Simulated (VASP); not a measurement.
Write the native input for VASP 6.6.1 that does the following.

| Quantity | Value |
| --- | --- |
| Task | relaxation of cell and atoms |
| Functional | PBE |
| Dispersion | D3(BJ) |
| Potentials or basis | VASP PAW PBE potentials, release 64 (As) |
| Cutoff | 600 eV |
| k mesh | 15 × 15 × 15 |
| Occupations | gaussian, width 0.1 eV |
| Spin | no spin polarisation |
| Further INCAR settings | ALGO = Normal; EDIFF = 1e-07; IBRION = 2; EDIFFG = -0.005; NSW = 90; ISIF = 3 |

The structure of As lies in POSCAR:

```
As
1.0
    1.8797500000      1.0852741700      3.4857666700
   -1.8797500000      1.0852741700      3.4857666700
    0.0000000000     -2.1705483400      3.4857666700
As
2
Direct
    0.2275400000      0.2275400000      0.2275400000
    0.7724600000      0.7724600000      0.7724600000
```

The input as run:

INCAR

```
SYSTEM = As
PREC     = Accurate       ! precision mode
ENCUT    = 600            ! plane-wave cutoff, eV
EDIFF    = 1E-7           ! SCF threshold, eV
ISMEAR   = 0              ! smearing method
SIGMA    = 0.1            ! smearing width, eV
LREAL    = .False.        ! projectors in reciprocal space
LASPH    = .True.         ! aspherical terms in the spheres
NELM     = 100            ! most SCF steps
ALGO     = Normal         ! electronic algorithm
ISIF     = 3              ! what is computed and relaxed
LWAVE    = .False.        ! write WAVECAR
LCHARG   = .False.        ! write CHGCAR
GGA      = PE             ! functional
IVDW     = 12             ! dispersion correction
IBRION   = 2              ! ionic algorithm
NSW      = 90             ! ionic steps
EDIFFG   = -0.005         ! ionic threshold
```

KPOINTS

```
regular mesh
0
Gamma
  15 15 15
  0 0 0
```

Potentials or basis: VASP PAW PBE potentials, release 64 (As).

Launch:

```bash
$ cat potpaw_PBE.64/As/POTCAR > POTCAR
$ mpirun -np 1 vasp_std > vasp.out
```

It gave:

| Quantity | Value |
| --- | --- |
| Relaxed volume | 20.91 Å³/atom |
| Relaxed cell | a = 4.012 Å, b = 4.012 Å, c = 4.012 Å, α = 56.35°, β = 56.35°, γ = 56.35° |
| Space group after relaxing (to 0.05 Å) | R-3m (No. 166) |
| Energy gained by relaxing | 5.9 meV/atom |
| Ionic steps | 12 |
| Pressure after relaxing | 0.0 GPa |
| Band gap on the k mesh | none (metal or under the smearing width) |
| Dispersion energy per atom | -0.433 eV |

Caveat: pairwise dispersion overbinds metals, which lowers pressure and volume.

Run time: 5.6 min on 1 thread of Intel(R) Xeon(R) 6975P-C (Granite Rapids) (shared host), peak memory 0.34 GiB.
